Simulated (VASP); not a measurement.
# AlCl (Fm-3m) in VASP: settings compared

Aim: see how the results for AlCl move with the level of theory and the settings. Levels: optB88-vdW, vdW-DF-cx, rev-vdW-DF2, HSE(alpha, omega). Tasks: relaxation of cell and atoms, single point.

Program: VASP 6.6.1. These are calculated values, not measurements. Logs are shortened: lines on timing, memory, paths and dates and some standing lists are left out, and cuts for length are marked.

**1. The crystal as given**

It takes space group Fm-3m (No. 225, cubic). The conventional cell has a = 5.697 Å, b = 5.697 Å, c = 5.697 Å, α = 90.00°, β = 90.00°, γ = 90.00°. Al (site symmetry m-3m) has 6 Cl at 2.85 Å as nearest neighbours. Around Cl (site symmetry m-3m) lie 6 Al at 2.85 Å.

The cell was built by a generator and needn't be a form met in nature.

**2. Relaxation of cell and atoms, optB88-vdW**

The input, INCAR:

```
PREC = Accurate
ENCUT = 600
EDIFF = 1E-6
ISMEAR = -1
SIGMA = 0.05
LREAL = False
LASPH = True
NELM = 80
ALGO = Normal
ISIF = 3
LWAVE = False
LCHARG = False
GGA = BO
LUSE_VDW = True
AGGAC = 0.0
PARAM1 = 0.1833333333
PARAM2 = 0.22
IBRION = 2
NSW = 40
EDIFFG = -0.005
```

The input, KPOINTS:

```
Automatic mesh
0
Gamma
  8 8 8
```

The input, POSCAR:

```
AlCl
1.0
    0.0000000000      2.8486347600      2.8486347600
    2.8486347600      0.0000000000      2.8486347600
    2.8486347600      2.8486347600      0.0000000000
Al Cl
1 1
Direct
    0.5000000000      0.5000000000      0.5000000000
    0.0000000000      0.0000000000      0.0000000000
```

Potentials or basis: VASP PAW PBE potentials, release 64 (Al, Cl).

Launch:

```bash
> cat potpaw_PBE.64/Al/POTCAR potpaw_PBE.64/Cl/POTCAR > POTCAR
> mpirun -np 1 vasp_std > vasp.out
```

OUTCAR:

```text
PREC = Accurate
   ENCUT = 600
   EDIFF = 1E-6
   ISMEAR = -1
   LREAL = False
   LASPH = True
   NELM = 80
   ISIF = 3
   GGA = BO
   IBRION = 2
   NSW = 40
   EDIFFG = -0.005

 ion  position               nearest neighbor table
   1  0.500  0.500  0.500-   2 2.85   2 2.85   2 2.85   2 2.85   2 2.85   2 2.85
   2  0.000  0.000  0.000-   1 2.85   1 2.85   1 2.85   1 2.85   1 2.85   1 2.85

  LATTYP: Found a face centered cubic cell.
 ALAT       =     5.6972695200

  Lattice vectors:

 A1 = (   0.0000000000,   2.8486347600,   2.8486347600)
 A2 = (   2.8486347600,   0.0000000000,   2.8486347600)
 A3 = (   2.8486347600,   2.8486347600,   0.0000000000)

Analysis of symmetry for initial positions (statically):
=====================================================================
 Subroutine PRICEL returns:
 Original cell was already a primitive cell.

 Routine SETGRP: Setting up the symmetry group for a
 face centered cubic supercell.

 Subroutine GETGRP returns: Found 48 space group operations
 (whereof 48 operations were pure point group operations)
 out of a pool of 48 trial point group operations.

The static configuration has the point symmetry O_h .

Analysis of symmetry for dynamics (positions and initial velocities):
=====================================================================
 Subroutine PRICEL returns:
 Original cell was already a primitive cell.

 Routine SETGRP: Setting up the symmetry group for a
 face centered cubic supercell.

 Subroutine GETGRP returns: Found 48 space group operations
 (whereof 48 operations were pure point group operations)
 out of a pool of 48 trial point group operations.

The dynamic configuration has the point symmetry O_h .

 Subroutine INISYM returns: Found 48 space group operations
 (whereof 48 operations are pure point group operations),
 and found     1 'primitive' translations

----------------------------------------------------------------------------------------

                                     Primitive cell

  volume of cell :      46.2317

  direct lattice vectors                    reciprocal lattice vectors
     0.000000000  2.848634760  2.848634760    -0.175522677  0.175522677  0.175522677
     2.848634760  0.000000000  2.848634760     0.175522677 -0.175522677  0.175522677
     2.848634760  2.848634760  0.000000000     0.175522677  0.175522677 -0.175522677

  length of vectors
     4.028577912  4.028577912  4.028577912     0.304014195  0.304014195  0.304014195

  position of ions in fractional coordinates (direct lattice)
     0.500000000  0.500000000  0.500000000
     0.000000000  0.000000000  0.000000000

  ion indices of the primitive-cell ions
   primitive index   ion index
                 1           1
                 2           2

----------------------------------------------------------------------------------------

 KPOINTS: Automatic mesh

Automatic generation of k-mesh.
 Grid dimensions read from file:
 generate k-points for:    8    8    8

 Generating k-lattice:

  Cartesian coordinates                     Fractional coordinates (reciprocal lattice)
    -0.021940335  0.021940335  0.021940335     0.125000000  0.000000000  0.000000000
     0.021940335 -0.021940335  0.021940335     0.000000000  0.125000000  0.000000000
     0.021940335  0.021940335 -0.021940335     0.000000000  0.000000000  0.125000000

  Length of vectors
     0.038001774  0.038001774  0.038001774

  Shift w.r.t. Gamma in fractional coordinates (k-lattice)
     0.000000000  0.000000000  0.000000000

 Subroutine IBZKPT returns following result:
 ===========================================

 Found     29 irreducible k-points:

 Following reciprocal coordinates:
            Coordinates               Weight
  0.000000  0.000000  0.000000      1.000000
  0.125000  0.000000  0.000000      8.000000
  0.250000  0.000000  0.000000      8.000000
  0.375000  0.000000  0.000000      8.000000
  0.500000  0.000000  0.000000      4.000000
  0.125000  0.125000  0.000000      6.000000
[... 16 lines left out ...]
  0.500000  0.250000  0.125000     48.000000
 -0.375000  0.250000  0.125000     24.000000
 [... further k-points ...]
   k-points           NKPTS =     29   k-points in BZ     NKDIM =     29   number of bands    NBANDS=      9
   number of dos      NEDOS =    301   number of ions     NIONS =      2
   total plane-waves  NPLWV =  32768
   dimension x,y,z NGX =    32 NGY =   32 NGZ =   32
   dimension x,y,z NGXF=    64 NGYF=   64 NGZF=   64
   ions per type =               1   1
   NGX,Y,Z   is equivalent  to a cutoff of  13.21, 13.21, 13.21 a.u.
   NGXF,Y,Z  is equivalent  to a cutoff of  26.41, 26.41, 26.41 a.u.
 SYSTEM =  unknown system
   PREC   = accura    normal or accurate (medium, high low for compatibility)
   ISTART =      0    job   : 0-new  1-cont  2-samecut
   ICHARG =      2    charge: 1-file 2-atom 10-const
   ISPIN  =      1    spin polarized calculation?
   LNONCOLLINEAR =      F non collinear calculations
   LSORBIT =      F    spin-orbit coupling
   LASPH  =      T    aspherical Exc in radial PAW
   ENCUT  =  600.0 eV  44.10 Ry    6.64 a.u.   8.05  8.05  8.05*2*pi/ulx,y,z
   NELM   =     80;   NELMIN=  2; NELMDL= -5     # of ELM steps
   EDIFF  = 0.1E-05   stopping-criterion for ELM
   LREAL  =      F    real-space projection
   EDIFFG = -.5E-02   stopping-criterion for IOM
   NSW    =     40    number of steps for IOM
   IBRION =      2    ionic relax: 0-MD 1-quasi-New 2-CG
   NFREE  =      1    steps in history (QN), initial steepest desc. (CG)
   ISIF   =      3    stress and relaxation
   ISYM   =      2    0-nonsym 1-usesym 2-fastsym
   POTIM  = 0.5000    time-step for ionic-motion
   TEBEG  =    0.0;   TEEND  =   0.0 temperature during run
   PSTRESS=    0.0 pullay stress
   NELECT =      10.0000    total number of electrons
   NUPDOWN=      -1.0000    fix difference up-down
   EMIN   =  10.00;   EMAX   =-10.00  energy-range for DOS
   EFERMI =   0.00;   METHOD = LEGACY
   ISMEAR =    -1;   SIGMA  =   0.05  broadening in eV -4-tet -1-fermi 0-gaus
   EFERMI_NEDOS =   21; number of points for ismear=-14 and -15
   IALGO  =     38    algorithm
   IMIX   =      4    mixing-type and parameters
     AMIX     =   0.40;   BMIX     =  1.00
     AMIX_MAG =   1.60;   BMIX_MAG =  1.00
  volume/ion in A,a.u.               =      23.12       155.99
  Fermi-wavevector in a.u.,A,eV,Ry     =   0.982716  1.857064 13.139567  0.965731
  Thomas-Fermi vector in A             =   2.113820
   LORBIT       =      0    0 simple, 1 ext, 2 COOP (PROOUT), +10 PAW based schemes
   GGA     = BO    functional components
   LHFCALC =     F    Hartree Fock is set to
   AEXX    =    0.0000 exact exchange contribution
   IVDW_NL    =     1    kernel type
   BPARAM     = 6.3000
   IVDW    =     0    specifies the selected vdW correction
   LEPSILON=     F    determine dielectric tensor
   LRPA    =     F    only Hartree local field effects (RPA)
 conjugate gradient relaxation of ions
 non-spin polarized calculation
  energy-cutoff  :      600.00
  volume of cell :       46.23
 maximum number of plane-waves:      1572
   NGX = 17   NGY = 17   NGZ = 17

--------------------------------------- Ionic step        1  -------------------------------------------

 number of electron      10.0000000 magnetization

 number of electron       9.9999998 magnetization

 Free energy of the ion-electron system (eV)
  ---------------------------------------------------
  ext. energy  EPLUGINS =         0.00000000
  ---------------------------------------------------
  free energy    TOTEN  =        -3.12478929 eV

  energy without entropy =       -3.12459216  energy(sigma->0) =       -3.12469073

------------------------ aborting loop because EDIFF is reached ----------------------------------------

  FORCE on cell =-STRESS in cart. coord.  units (eV):
  Direction    XX          YY          ZZ          XY          YZ          ZX
  --------------------------------------------------------------------------------------
  -------------------------------------------------------------------------------------
  Total        1.7919258      1.7919258      1.7919258      0.0000000     -0.0000000     -0.0000000
  in kB       62.0998126     62.0998126     62.0998126      0.0000000     -0.0000000     -0.0000000
  external PRESSURE =      62.0998126 kB  Pullay stress =       0.0000000 kB
[... 137 lines left out ...]
Total vdW correction in eV:      2.1137340

--------------------------------------- Ionic step        5  -------------------------------------------

 number of electron      10.0000000 magnetization

 Free energy of the ion-electron system (eV)
  ---------------------------------------------------
  ext. energy  EPLUGINS =         0.00000000
  ---------------------------------------------------
  free energy    TOTEN  =        -3.30026136 eV

  energy without entropy =       -3.30025330  energy(sigma->0) =       -3.30025733

 E-fermi :   3.0555     XC(G=0):  -8.0757

 val. band max:        2.6857457520   @ k =   0.5000   0.0000   0.0000
 cond. band min:       3.4253263836   @ k =   0.5000   0.0000   0.0000
 fundamental gap:      0.7395806316
 Fermi energy:         3.0555331569

 k-point     1 :       0.0000    0.0000    0.0000
  band No.  band energies     occupation
      1     -13.0688      2.00000
      2      -1.0160      2.00000
      3      -0.8983      2.00000
      4      -0.8983      2.00000
      5      -0.8983      2.00000
      6       7.6494      0.00000
      7       7.6494      0.00000
      8       7.6494      0.00000
      9       8.9441      0.00000
[... 265 lines left out ...]
 k-point    24 :      -0.3750    0.2500    0.1250
  band No.  band energies     occupation
      1     -12.8264      2.00000
      2      -3.0296      2.00000
      3      -1.5671      2.00000
      4      -1.2280      2.00000
      5       1.7880      2.00000
      6       4.3579      0.00000
      7       5.9518      0.00000
      8       6.0420      0.00000
      9      10.2877      0.00000

 [... further k-points ...]

------------------------ aborting loop because EDIFF is reached ----------------------------------------

  FORCE on cell =-STRESS in cart. coord.  units (eV):
  Direction    XX          YY          ZZ          XY          YZ          ZX
  --------------------------------------------------------------------------------------
  -------------------------------------------------------------------------------------
  Total        0.0010798      0.0010798      0.0010798     -0.0000000      0.0000000      0.0000000
  in kB        0.0305524      0.0305524      0.0305524     -0.0000000      0.0000000      0.0000000
  external PRESSURE =       0.0305524 kB  Pullay stress =       0.0000000 kB
[... 17 lines left out ...]
  FREE ENERGIE OF THE ION-ELECTRON SYSTEM (eV)
  ---------------------------------------------------
  free  energy   TOTEN  =        -3.3002613602 eV

  energy  without entropy=       -3.3002533014  energy(sigma->0) =       -3.30025733

Total vdW correction in eV:      2.1099976

 reached required accuracy - stopping structural energy minimisation
```

Wall time 1.7 min (1 thread of Intel Xeon 6975P-C (Granite Rapids), shared host); peak memory 0.39 GiB.

What came out:

- Free energy: -3.3003 eV
- Relaxed volume: 28.31 Å³/atom
- Relaxed cell: a = 4.310 Å, b = 4.310 Å, c = 4.310 Å, α = 60.00°, β = 60.00°, γ = 60.00°
- Space group after relaxing (to 0.05 Å): Fm-3m (No. 225)
- Energy gained by relaxing: 87.7 meV/atom
- Ionic steps: 5
- Pressure after relaxing: 0.0 GPa
- Band gap on the k mesh: 0.74 eV, direct

The path:
```tsv
step	energy change (eV)	largest force (eV/Å)	pressure (GPa)	volume (Å³)
1	0.0000	0.0000	6.21	46.23
2	-0.1519	0.0000	1.94	52.49
3	-0.1687	0.0000	-0.84	59.09
4	-0.1754	0.0000	-0.09	56.87
5	-0.1755	0.0000	0.00	56.62
```

Final structure:
```
Al Cl
1.0
     0.00000    3.04784    3.04784
     3.04784    0.00000    3.04784
     3.04784    3.04784    0.00000
Al Cl
1 1
Cartesian
  3.0478 3.0478 3.0478
  0.0000 0.0000 0.0000
```

Caveat: the volume moved by over 15 % at a fixed basis, so the end points are rough; the PAW data sets were made with another functional, which shifts forces and pressure a little.

**3. Relaxation of cell and atoms, vdW-DF-cx**

Edit INCAR of step 2 so:

```diff
@@ -12,7 +12,5 @@
 LCHARG = False
-GGA = BO
+GGA = CX
 LUSE_VDW = True
 AGGAC = 0.0
-PARAM1 = 0.1833333333
-PARAM2 = 0.22
 IBRION = 2
```

KPOINTS is that of step 2.

POSCAR is that of step 2.

Potentials or basis: VASP PAW PBE potentials, release 64 (Al, Cl).

Launch:

```bash
> cat potpaw_PBE.64/Al/POTCAR potpaw_PBE.64/Cl/POTCAR > POTCAR
> mpirun -np 1 vasp_std > vasp.out
```

It took 90 s on 1 thread of Intel Xeon 6975P-C (Granite Rapids), shared host; peak memory 0.38 GiB.

The run converged. Its results:

* Free energy: -3.2706 eV
* Relaxed volume: 26.99 Å³/atom
* Relaxed cell: a = 4.242 Å, b = 4.242 Å, c = 4.242 Å, α = 60.00°, β = 60.00°, γ = 60.00°
* Space group after relaxing (to 0.05 Å): Fm-3m (No. 225)
* Energy gained by relaxing: 46.5 meV/atom
* Ionic steps: 4
* Pressure after relaxing: 0.0 GPa
* Band gap on the k mesh: 0.32 eV, direct

The path:
```tsv
step	energy change (eV)	largest force (eV/Å)	pressure (GPa)	volume (Å³)
1	0.0000	0.0000	4.42	46.23
2	-0.0777	0.0000	1.50	50.63
3	-0.0925	0.0000	0.25	53.37
4	-0.0930	0.0000	-0.01	53.97
```

Final structure:
```
CELL_PARAMETERS angstrom
0.00000 2.99948 2.99948
2.99948 0.00000 2.99948
2.99948 2.99948 0.00000
ATOMIC_POSITIONS crystal
Al 0.50000 0.50000 0.50000
Cl 0.00000 0.00000 0.00000
```

Levels at points of the mesh, in eV from the valence-band top:
```
           k point  band 2  band 3  band 4  band 5  band 6  band 7  band 8  band 9
(0.00, 0.00, 0.00)   -4.04   -4.04   -4.04   -3.96    4.89    4.89    4.89    5.77
(0.50, 0.00, 0.00)   -6.65   -4.16   -4.16    0.00    0.32    2.52    2.52    7.14
(0.50, 0.50, 0.00)   -5.75   -4.69   -4.69   -3.19    3.23    3.60    4.53    4.53
```

Caveat: the volume moved by over 15 % at a fixed basis, so the end points are rough; the PAW data sets were made with another functional, which shifts forces and pressure a little. A k mesh can miss the band edges.

**4. Relaxation of cell and atoms, rev-vdW-DF2**

Edit INCAR of step 3 so:

```diff
@@ -12,5 +12,8 @@
 LCHARG = False
-GGA = CX
+GGA = MK
 LUSE_VDW = True
 AGGAC = 0.0
+PARAM1 = 0.1234
+PARAM2 = 0.711357
+ZAB_VDW = -1.8867
 IBRION = 2
```

KPOINTS is that of step 3.

POSCAR is that of step 3.

Potentials or basis: VASP PAW PBE potentials, release 64 (Al, Cl).

Launch:

```bash
> cat potpaw_PBE.64/Al/POTCAR potpaw_PBE.64/Cl/POTCAR > POTCAR
> mpirun -np 1 vasp_std > vasp.out
```

OUTCAR:

```text
PREC = Accurate
   ENCUT = 600
   EDIFF = 1E-6
   ISMEAR = -1
   LREAL = False
   LASPH = True
   NELM = 80
   ISIF = 3
   GGA = MK
   IBRION = 2
   NSW = 40
   EDIFFG = -0.005

 ion  position               nearest neighbor table
   1  0.500  0.500  0.500-   2 2.85   2 2.85   2 2.85   2 2.85   2 2.85   2 2.85
   2  0.000  0.000  0.000-   1 2.85   1 2.85   1 2.85   1 2.85   1 2.85   1 2.85

  LATTYP: Found a face centered cubic cell.
 ALAT       =     5.6972695200

  Lattice vectors:

 A1 = (   0.0000000000,   2.8486347600,   2.8486347600)
 A2 = (   2.8486347600,   0.0000000000,   2.8486347600)
 A3 = (   2.8486347600,   2.8486347600,   0.0000000000)

Analysis of symmetry for initial positions (statically):
=====================================================================
[... 305 lines left out ...]
 cond. band min:       3.5569922118   @ k =   0.5000   0.0000   0.0000
 fundamental gap:      0.5419948292
 Fermi energy:         3.2859912815

 k-point     1 :       0.0000    0.0000    0.0000
  band No.  band energies     occupation
      1     -12.9353      2.00000
      2      -0.8003      2.00000
      3      -0.7502      2.00000
      4      -0.7502      2.00000
      5      -0.7502      2.00000
      6       7.9509      0.00000
      7       7.9509      0.00000
      8       7.9509      0.00000
      9       9.0521      0.00000
[... 265 lines left out ...]
 k-point    24 :      -0.3750    0.2500    0.1250
  band No.  band energies     occupation
      1     -12.6746      2.00000
      2      -2.9280      2.00000
      3      -1.4544      2.00000
      4      -1.0968      2.00000
      5       2.0713      2.00000
      6       4.5215      0.00000
      7       6.1714      0.00000
      8       6.2595      0.00000
      9      10.4539      0.00000

 [... further k-points ...]

------------------------ aborting loop because EDIFF is reached ----------------------------------------

  FORCE on cell =-STRESS in cart. coord.  units (eV):
  Direction    XX          YY          ZZ          XY          YZ          ZX
  --------------------------------------------------------------------------------------
  -------------------------------------------------------------------------------------
  Total        0.0019214      0.0019214      0.0019214      0.0000000      0.0000000      0.0000000
  in kB        0.0553806      0.0553806      0.0553806      0.0000000      0.0000000      0.0000000
  external PRESSURE =       0.0553806 kB  Pullay stress =       0.0000000 kB
[... 21 lines left out ...]
  energy  without entropy=       -3.6865913382  energy(sigma->0) =       -3.68661347

Total vdW correction in eV:      1.8897547

 reached required accuracy - stopping structural energy minimisation
```

OSZICAR:

```text
N       E                     dE             d eps       ncg     rms          rms(c)
DAV:   1     0.355233058652E+02    0.35523E+02   -0.42489E+03   522   0.990E+02
DAV:   2    -0.146818475491E+01   -0.36991E+02   -0.35609E+02   762   0.123E+02
DAV:   3    -0.360806280039E+01   -0.21399E+01   -0.21374E+01   634   0.352E+01
[... 31 lines left out ...]
DAV:   2    -0.368678423330E+01    0.35770E-02   -0.15361E-02   550   0.688E-01    0.100E-01
DAV:   3    -0.368666973817E+01    0.11450E-03   -0.92881E-04   538   0.215E-01    0.875E-02
DAV:   4    -0.368663755554E+01    0.32183E-04   -0.72427E-05   547   0.572E-02    0.144E-02
DAV:   5    -0.368663569562E+01    0.18599E-05   -0.92577E-06   512   0.223E-02    0.702E-03
DAV:   6    -0.368663561075E+01    0.84873E-07   -0.59926E-07   267   0.637E-03
   4 F= -.36866356E+01 E0= -.36866135E+01  d E =-.137600E+00
```

Wall time 90 s (1 thread of Intel Xeon 6975P-C (Granite Rapids), shared host); peak memory 0.39 GiB.

Results:

```yaml
Free_energy: -3.6866 eV
Relaxed_volume: 27.79 Å³/atom
Relaxed_cell: a = 4.284 Å, b = 4.284 Å, c = 4.284 Å, α = 60.00°, β = 60.00°, γ = 60.00°
Space_group_after_relaxing_to_0.05_Å: Fm-3m (No. 225)
Energy_gained_by_relaxing: 68.8 meV/atom
Ionic_steps: 4
Pressure_after_relaxing: 0.0 GPa
Band_gap_on_the_k_mesh: 0.54 eV, direct
```

Step by step:
| step | energy change (eV) | largest force (eV/Å) | pressure (GPa) | volume (Å³) |
| --- | --- | --- | --- | --- |
| 1 | 0.0000 | 0.0000 | 5.39 | 46.23 |
| 2 | -0.1158 | 0.0000 | 1.84 | 51.63 |
| 3 | -0.1373 | 0.0000 | 0.19 | 55.15 |
| 4 | -0.1376 | 0.0000 | 0.01 | 55.59 |

Final structure:
```xyz
2
Lattice="0.0000 3.0291 3.0291 3.0291 0.0000 3.0291 3.0291 3.0291 0.0000" Properties=species:S:1:pos:R:3 pbc="T T T"
Al    3.0291    3.0291    3.0291
Cl    6.0582    3.0291    3.0291
```

Levels at points of the mesh, in eV from the valence-band top:
```tsv
k point	band 3	band 4	band 5	band 6	band 7	band 8
(0.00, 0.00, 0.00)	-3.77	-3.77	-3.77	4.94	4.94	4.94
(0.50, 0.00, 0.00)	-3.87	-3.87	0.00	0.54	2.71	2.71
(0.50, 0.50, 0.00)	-4.38	-4.38	-3.05	3.54	3.67	4.58
```

Caveat: the volume moved by over 15 % at a fixed basis, so the end points are rough; the PAW data sets were made with another functional, which shifts forces and pressure a little. A k mesh can miss the band edges.

(Part 1 of 2 ends here.)
